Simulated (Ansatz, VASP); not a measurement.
# Cross-check of Ti3W5 (random alloy of the bcc W-Ti line, x = 0.375) between VASP and Ansatz

Wanted: the spread between two codes on one cell, functional and k mesh. The structure shown is the start of the Ansatz relaxation below; VASP solves that cell, so the two are compared at the walk's first step.

Calculated with Ansatz 0.2.0; plane waves, with VASP 6.6.1 beside it; single point at PBE.

### 1. Starting point

The cell holds 64 atoms: 24 Ti and 40 W. Its edges and angles: a = 12.838 Å, b = 12.838 Å, c = 6.419 Å, α = 90.0°, β = 90.0°, γ = 90.0°. It derives from W (bcc W-Ti), repeated 4×4×2. Bcc W-Ti: 64 atoms, 24 of 64 W sites given to Ti at random, cell and internal coordinates interpolated linearly between the end members (Vegard's rule); (so at first; earlier steps may have moved the atoms), displaced by a Gaussian of 0.02 A. Lattice constants are starting values near those of PBE.

### 2. Ansatz: relaxation, PBE

Ansatz runs on its default PAW (the set named soft_2) files.

The two programs are compared at the cell with which this relaxation starts, whose forces are those of its first step.

Contents of input.yaml:

```yaml
crystal:
  lattice:
    - [12.8375, 0.0, 0.0]
    - [0.0, 12.8375, 0.0]
    - [0.0, 0.0, 6.41875]
  atoms:
    - { symbol: Ti, position: [0.00253, 0.99905, 0.99835] }
    - { symbol: W, position: [0.12333, 0.12635, 0.24283] }
    - { symbol: Ti, position: [0.00272, 0.99881, 0.50099] }
    - { symbol: Ti, position: [0.12461, 0.12728, 0.74358] }
    - { symbol: W, position: [0.9995, 0.2494, 0.00353] }
    - { symbol: W, position: [0.12329, 0.37473, 0.24726] }
    - { symbol: Ti, position: [7.0e-05, 0.25091, 0.49657] }
    - { symbol: W, position: [0.12678, 0.3764, 0.75157] }
    - { symbol: W, position: [0.0014, 0.49893, 0.99962] }
    - { symbol: W, position: [0.12354, 0.62458, 0.25165] }
    - { symbol: W, position: [0.99892, 0.49938, 0.49786] }
    - { symbol: W, position: [0.12368, 0.62395, 0.74996] }
    - { symbol: Ti, position: [0.99826, 0.75037, 0.00517] }
    - { symbol: W, position: [0.12616, 0.8747, 0.24723] }
    - { symbol: W, position: [0.99884, 0.75264, 0.50016] }
    - { symbol: W, position: [0.12401, 0.8753, 0.75654] }
    - { symbol: Ti, position: [0.25019, 0.00096, 0.00094] }
    - { symbol: W, position: [0.37445, 0.12322, 0.24891] }
    - { symbol: Ti, position: [0.24967, 0.00091, 0.50261] }
    - { symbol: W, position: [0.37645, 0.12544, 0.75276] }
    - { symbol: W, position: [0.24882, 0.25195, 0.0016] }
    - { symbol: W, position: [0.37454, 0.37576, 0.24976] }
    - { symbol: Ti, position: [0.25176, 0.25237, 0.50681] }
    - { symbol: Ti, position: [0.37282, 0.37275, 0.74843] }
    - { symbol: W, position: [0.25025, 0.50137, 0.00098] }
    - { symbol: Ti, position: [0.37185, 0.62452, 0.25258] }
    - { symbol: Ti, position: [0.25036, 0.50119, 0.49931] }
    - { symbol: Ti, position: [0.37469, 0.62529, 0.75128] }
    - { symbol: W, position: [0.25031, 0.75019, 0.99791] }
    - { symbol: W, position: [0.37559, 0.87519, 0.25352] }
    - { symbol: Ti, position: [0.25187, 0.75029, 0.49883] }
    - { symbol: W, position: [0.374, 0.87566, 0.75024] }
    - { symbol: W, position: [0.49946, 7.0e-05, 0.99807] }
    - { symbol: Ti, position: [0.62609, 0.1243, 0.25382] }
    - { symbol: W, position: [0.50063, 0.00092, 0.49659] }
    - { symbol: W, position: [0.62526, 0.12615, 0.74703] }
    - { symbol: W, position: [0.49959, 0.25005, 0.99572] }
    - { symbol: W, position: [0.62549, 0.37632, 0.24732] }
    - { symbol: Ti, position: [0.50055, 0.24796, 0.49988] }
    - { symbol: Ti, position: [0.62248, 0.37675, 0.75127] }
    - { symbol: Ti, position: [0.49996, 0.49879, 0.00397] }
    - { symbol: W, position: [0.62806, 0.62211, 0.25385] }
    - { symbol: W, position: [0.50254, 0.50053, 0.49626] }
    - { symbol: Ti, position: [0.62635, 0.62472, 0.74812] }
    - { symbol: W, position: [0.49808, 0.75086, 0.00247] }
    - { symbol: W, position: [0.62403, 0.87581, 0.24643] }
    - { symbol: Ti, position: [0.50125, 0.75007, 0.49942] }
    - { symbol: W, position: [0.62484, 0.87635, 0.75234] }
    - { symbol: W, position: [0.75082, 0.00021, 0.00024] }
    - { symbol: Ti, position: [0.87596, 0.12536, 0.25213] }
    - { symbol: W, position: [0.74952, 0.99621, 0.50324] }
    - { symbol: W, position: [0.87841, 0.12569, 0.74969] }
    - { symbol: W, position: [0.74979, 0.24981, 5.0e-05] }
    - { symbol: Ti, position: [0.87325, 0.37419, 0.24689] }
    - { symbol: Ti, position: [0.75039, 0.24954, 0.50154] }
    - { symbol: W, position: [0.87473, 0.37654, 0.75067] }
    - { symbol: W, position: [0.75341, 0.49705, 0.99798] }
    - { symbol: Ti, position: [0.8764, 0.62894, 0.24923] }
    - { symbol: Ti, position: [0.75007, 0.49965, 0.50415] }
    - { symbol: W, position: [0.87455, 0.62606, 0.749] }
    - { symbol: W, position: [0.74802, 0.75049, 0.00157] }
    - { symbol: W, position: [0.87701, 0.87483, 0.24808] }
    - { symbol: W, position: [0.75088, 0.75038, 0.50087] }
    - { symbol: W, position: [0.87489, 0.87681, 0.75115] }
kpoints:
  mp_grid: { grid: [2, 2, 3] }
hamiltonian:
  xc: pbe
scf:
  occupations: { method: fermi_dirac, width: 0.1 }
output:
  forces: true
relax:
  f_tol: 0.04
  max_steps: 150
  cell: {}
```

Started as:

```sh
$ ansatz run input.yaml --threads 4 --pin off --max-ram 15872MiB --backend cpu --events-out ev --progress --plain --runs-dir out
```

Numbers of over 12 decimals in the logs are rounded to 6 here.

Output:

```text
Engine: ansatz 0.2.0, aarch64-unknown-linux-gnu
Pseudopotentials: kind: paw
Pseudopotential: Ti, paw, valence charge 12, recommended cutoff 420 eV (normal), Ti.paw.azcp
Pseudopotential: W, paw, valence charge 14, recommended cutoff 420 eV (normal), W.paw.azcp
Functional definition: PBE
  parameter kappa = 0.804
  parameter beta = 0.066725
  exchange = pbe_x(kappa = kappa, mu = beta*pi^2/3)
  correlation = pbe_c(beta = beta)
Crystal: 64 atoms, lattice volume = 1057.819 Å³
Basis set: ecut = 420 eV, 20621 PW (Γ), exchange–correlation on 180×180×90 points (8 copies of the dense FFT grid, shifted against one another)
Bands: 509, of which v1, the nominal top of the filled ones, is band 424 counted from 1 (423 counted from 0)
Symmetry: 1 space group operations
Space group: P1 (ITA 1), of the structure as read, at distance tolerance 1.0e-4 Å
k-points: 8 of 12 (time reversal used)
Non-local potential: Ti, projectors of the file, l = 0: 3, l = 1: 2, l = 2: 3, l = 3: 1
Non-local potential: W, projectors of the file, l = 0: 3, l = 1: 2, l = 2: 2, l = 3: 1
PAW form: soft (Blöchl's): semilocal exchange-correlation on the pseudo side does not see the compensation charge
PAW one-centre angular grid: Ti, 590 points (default); XC on 64 Gauss nodes
PAW one-centre angular grid: W, 590 points (default); XC on 64 Gauss nodes
Initial density: superposition of atomic densities (neutral atoms: chi_scale 0, normalization atom), corrected by the library's trained network
Initial wavefunctions: pseudopotential atomic-orbital guess
Functional: x = pbe(κ = 0.804, μ = 0.219515), c = pbe(β = 0.066725)
SCF iter   1: F=—  HF=-475386.585742 eV  |F-HF|=—  |Δ(HF+E_count)|=         —  Δρ=7.84e-3  dr2=2.53e0  ethr=1.77e-3  ⟨swp⟩=9.9  Hψ=22817  notcnv=0  defer=1
preconditioner: auto → Kerker (q_TF=auto, 2.630 Å⁻¹)  [metal: Δε(μ)=0.003 eV  Ē_g=3.983 eV  σ=0.100 eV  W_gap=0.01  n_scr=300 (ndim 8)  ℏωp=20.9 eV  f_vac=0.000  D(μ)=75.13/eV (n_scr^D=830)]
SCF iter   2: F=—  HF=-475386.442141 eV  |F-HF|=—  |Δ(HF+E_count)|=   1.44e-1  Δρ=3.69e-3  dr2=6.09e-1  ethr=2.98e-4  ⟨swp⟩=1.6  Hψ=4725  notcnv=0  defer=1
SCF iter   3: F=—  HF=-475386.398525 eV  |F-HF|=—  |Δ(HF+E_count)|=   4.36e-2  Δρ=5.98e-4  dr2=6.49e-3  ethr=7.19e-5  ⟨swp⟩=1.6  Hψ=4197  notcnv=0
SCF iter   4: F=—  HF=-475386.397833 eV  |F-HF|=—  |Δ(HF+E_count)|=   6.92e-4  Δρ=1.39e-4  dr2=3.62e-4  ethr=7.66e-7  ⟨swp⟩=2.0  Hψ=5410  notcnv=0
SCF iter   5: F=—  HF=-475386.397804 eV  |F-HF|=—  |Δ(HF+E_count)|=   2.89e-5  Δρ=3.71e-5  dr2=1.88e-5  ethr=4.27e-8  ⟨swp⟩=2.0  Hψ=5642  notcnv=0
SCF iter   6: F=—  HF=-475386.397737 eV  |F-HF|=—  |Δ(HF+E_count)|=   6.77e-5  Δρ=1.04e-5  dr2=1.28e-6  ethr=2.21e-9  ⟨swp⟩=2.1  Hψ=5412  notcnv=0
SCF iter   7: F=—  HF=-475386.397736 eV  |F-HF|=—  |Δ(HF+E_count)|=   1.61e-7  Δρ=2.57e-6  dr2=1.16e-7  ethr=1.18e-11  ⟨swp⟩=4.1  Hψ=12429  notcnv=0
SCF iter   8: F=-475386.397736 eV  HF=-475386.397736 eV  |F-HF|=2.74e-9  |Δ(HF+E_count)|=   5.01e-9  Δρ=4.96e-7  dr2=3.57e-9  ethr=1.18e-11  ⟨swp⟩=3.0  Hψ=10470  notcnv=0
SCF 1 converged in 8 iterations: F = -475386.397736 eV  dr2 = 3.57e-9
  greatest PAW one-centre occupation: 1.000 electrons in one spin orbital (limit 2), on the W atom at site 42 (counted from 0), in its partial waves of l = 0
relax step   1: F+E_penalty+E_count = -475386.39773648 eV  Δ(F+E_penalty+E_count) = +0.000e0 eV  max|allowed force component| = 1.079e0 eV/Å  Δτ_max = 0.0000 Å  P = -4.920 GPa  Ω = 1057.819 Å³  (8 SCF iters, dr2 threshold 1.00e-7 eV, accepted)
Crystal: 64 atoms, lattice volume = 971.980 Å³
Basis set: ecut = 420 eV, 19005 PW (Γ), exchange–correlation on 180×180×90 points (8 copies of the dense FFT grid, shifted against one another)
Initial density: handed on by an earlier stage of this run
Initial wavefunctions: those handed on with the density
SCF iter   1: F=—  HF=-475383.734518 eV  |F-HF|=—  |Δ(HF+E_count)|=         —  Δρ=2.63e-2  dr2=3.29e1  ethr=3.10e-3  ⟨swp⟩=9.8  Hψ=16755  notcnv=0
preconditioner: auto → Kerker (q_TF=auto, 2.667 Å⁻¹)  [metal: Δε(μ)=0.004 eV  Ē_g=4.318 eV  σ=0.100 eV  W_gap=0.01  n_scr=300 (ndim 8)  ℏωp=21.8 eV  f_vac=0.000  D(μ)=65.09/eV (n_scr^D=686)]
SCF iter   2: F=—  HF=-475382.324373 eV  |F-HF|=—  |Δ(HF+E_count)|=    1.41e0  Δρ=1.39e-2  dr2=9.89e0  ethr=3.10e-3  ⟨swp⟩=1.9  Hψ=4748  notcnv=0
SCF iter   3: F=—  HF=-475381.654298 eV  |F-HF|=—  |Δ(HF+E_count)|=   6.70e-1  Δρ=1.95e-3  dr2=1.02e-1  ethr=1.17e-3  ⟨swp⟩=3.6  Hψ=4630  notcnv=0  defer=1
SCF iter   4: F=—  HF=-475381.650271 eV  |F-HF|=—  |Δ(HF+E_count)|=   4.03e-3  Δρ=4.60e-4  dr2=2.74e-3  ethr=1.20e-5  ⟨swp⟩=2.0  Hψ=5929  notcnv=0  defer=2
SCF iter   5: F=—  HF=-475381.649764 eV  |F-HF|=—  |Δ(HF+E_count)|=   5.07e-4  Δρ=1.15e-4  dr2=1.64e-4  ethr=3.24e-7  ⟨swp⟩=2.0  Hψ=5537  notcnv=0  defer=2
[...]
atom  11  W     -0.00693203     0.00698364     0.00680200
  atom  12  W      0.00433513     0.00176811    -0.00584118
  atom  13  Ti     0.00784800     0.00166030     0.00540517
  atom  14  W      0.00497093    -0.00126583     0.00636118
  atom  15  W     -0.00804825     0.00789958     0.00202889
  atom  16  W      0.00765704     0.00797854    -0.01638837
  atom  17  Ti     0.00168927    -0.00999381    -0.00191620
  atom  18  W     -0.00349624    -0.00179164    -0.00905037
  atom  19  Ti    -0.00344761    -0.00453612     0.00630777
  atom  20  W      0.00325498     0.00362729     0.00029462
  atom  21  W      0.01222730     0.00916602     0.00050304
  atom  22  W     -0.00456942    -0.00784091     0.00448861
  atom  23  Ti    -0.01249746    -0.01419665    -0.00210119
  atom  24  Ti     0.00577548     0.00699038     0.00007982
  atom  25  W      0.00162665     0.00640221    -0.00139053
  atom  26  Ti    -0.00215085     0.00163245    -0.00792594
  atom  27  Ti    -0.01520134    -0.00899094     0.00496748
  atom  28  Ti     0.01368985     0.00056288    -0.01349824
  atom  29  W      0.00696655    -0.00798921     0.00709924
  atom  30  W     -0.00276514    -0.00688931    -0.00118688
  atom  31  Ti    -0.00394933    -0.00188408     0.00424970
  atom  32  W     -0.00151354    -0.00324673    -0.00424244
  atom  33  W     -0.00033726    -0.00206976    -0.00165467
  atom  34  Ti    -0.00186809     0.00673795     0.00150802
[...]
atom  57  W     -0.00074071     0.00181403     0.00028269
  atom  58  Ti    -0.00180399     0.00287549    -0.01020782
  atom  59  Ti    -0.00265722    -0.01327020    -0.00274530
  atom  60  W      0.00382945     0.00917225    -0.00348584
  atom  61  W     -0.00299487     0.00061512     0.00401680
  atom  62  W     -0.00236570    -0.00650103     0.00148327
  atom  63  W     -0.00189521     0.00266168     0.00251324
  atom  64  W      0.00130859    -0.00305646     0.00041892
  max |Σ_I F_I| component: 1.66e-7 eV/Å
--- Stress (GPa, compression-positive) ---
        0.029974       0.012934       0.018461
        0.012934       0.017220      -0.001158
        0.018461      -0.001158      -0.000209
  P = ⅓ Tr σ = 0.0157 GPa (0.157 kbar)
--- Relaxed structure (5 steps of the walk, 4 accepted, 1 SCFs on fresh bases) ---
  F+E_penalty+E_count = -475387.70032080 eV   max|allowed force component| = 1.805e-2 eV/Å   (the final SCF, on the basis selected at the relaxed cell)
  cell:  # Å, volume = 1036.5350 Å³
    - [12.742060, -0.0010203, 0.000515513]
    - [-0.0010203, 12.738731, -0.00355473]
    - [0.000257757, -0.00177736, 6.385843]
  atoms:
    - { symbol: Ti, position: [0.00124915, 0.994627, 0.998000] }
    - { symbol: W, position: [0.125045, 0.128139, 0.238826] }
    - { symbol: Ti, position: [0.00146064, 0.999237, 0.496699] }
    - { symbol: Ti, position: [0.124556, 0.128971, 0.757925] }
    - { symbol: W, position: [1.000297, 0.250348, -0.003694] }
    - { symbol: W, position: [0.122697, 0.376463, 0.247830] }
    - { symbol: Ti, position: [0.00128351, 0.249596, 0.498630] }
    - { symbol: W, position: [0.124903, 0.374437, 0.754458] }
    - { symbol: W, position: [0.000851443, 0.502231, 0.996796] }
    - { symbol: W, position: [0.124091, 0.624859, 0.249608] }
    - { symbol: W, position: [1.000909, 0.499724, 0.501503] }
    - { symbol: W, position: [0.124938, 0.624205, 0.750844] }
    - { symbol: Ti, position: [1.000858, 0.751383, -0.00326474] }
    - { symbol: W, position: [0.124897, 0.873304, 0.249647] }
    - { symbol: W, position: [1.001691, 0.751794, 0.499723] }
    - { symbol: W, position: [0.125709, 0.873873, 0.748258] }
    - { symbol: Ti, position: [0.251417, -0.00054157, 0.00306749] }
    - { symbol: W, position: [0.378590, 0.124654, 0.248639] }
    - { symbol: Ti, position: [0.249520, -0.0015464, 0.497155] }
    - { symbol: W, position: [0.374660, 0.127052, 0.752642] }
    - { symbol: W, position: [0.250949, 0.249235, 0.00271201] }
    - { symbol: W, position: [0.374265, 0.377258, 0.247709] }
    - { symbol: Ti, position: [0.250536, 0.250964, 0.495013] }
    - { symbol: Ti, position: [0.376181, 0.377675, 0.754338] }
    - { symbol: W, position: [0.247799, 0.499409, 0.00484956] }
    - { symbol: Ti, position: [0.374533, 0.626258, 0.242193] }
    - { symbol: Ti, position: [0.246967, 0.500211, 0.501123] }
    - { symbol: Ti, position: [0.375569, 0.624458, 0.763070] }
    - { symbol: W, position: [0.247393, 0.753294, 1.000504] }
    - { symbol: W, position: [0.376989, 0.873734, 0.248642] }
    - { symbol: Ti, position: [0.248666, 0.754537, 0.501035] }
    - { symbol: W, position: [0.377640, 0.875112, 0.752861] }
    - { symbol: W, position: [0.498254, 0.000622607, 0.999739] }
    - { symbol: Ti, position: [0.627770, 0.122948, 0.247813] }
    - { symbol: W, position: [0.498618, 5.127315752972536e-5, 0.501420] }
    - { symbol: W, position: [0.625026, 0.123905, 0.754230] }
    - { symbol: W, position: [0.499220, 0.249699, 1.005279] }
    - { symbol: W, position: [0.626331, 0.373391, 0.245748] }
    - { symbol: Ti, position: [0.498358, 0.248193, 0.500032] }
    - { symbol: Ti, position: [0.623294, 0.374675, 0.756163] }
    - { symbol: Ti, position: [0.502503, 0.497857, 0.014957] }
[...]
- { symbol: Ti, position: [0.624683, 0.625356, 0.753370] }
[...]
- { symbol: Ti, position: [0.499962, 0.753033, 0.501180] }
[...]
- { symbol: Ti, position: [0.870966, 0.124580, 0.242522] }
[...]
- { symbol: W, position: [0.749969, 0.249448, -0.00678422] }
    - { symbol: Ti, position: [0.876723, 0.376745, 0.241365] }
    - { symbol: Ti, position: [0.749894, 0.252642, 0.503772] }
    - { symbol: W, position: [0.874742, 0.375872, 0.755182] }
    - { symbol: W, position: [0.748629, 0.500855, 1.002454] }
    - { symbol: Ti, position: [0.875789, 0.623748, 0.248738] }
    - { symbol: Ti, position: [0.749985, 0.497718, 0.501699] }
    - { symbol: W, position: [0.874180, 0.625502, 0.749100] }
    - { symbol: W, position: [0.752002, 0.750530, -0.00131354] }
    - { symbol: W, position: [0.872378, 0.872940, 0.250402] }
    - { symbol: W, position: [0.749713, 0.749376, 0.499620] }
    - { symbol: W, position: [0.872924, 0.874480, 0.746536] }
```

In the SCF lines HF is the Harris–Foulkes energy and dr2 the Hartree energy of the density residual, in eV; the loop may stop once dr2 is under the threshold and the program's other checks hold. Hψ counts applications of the Hamiltonian.

(Continued in part 2 of 2.)

[Lines on the potential files, build, host, timing and source positions are cut from VASP's logs without a mark.]

[Logs are printed without paths, hosts, clocks, repeated set-up lines and the standing remarks that a program may print on its own settings, such as how far it seeks lower states.]

[Hosts, paths, dates, database ids (printed as entryN), source tags and the programs' standing remarks are cut or masked in the printed files.]
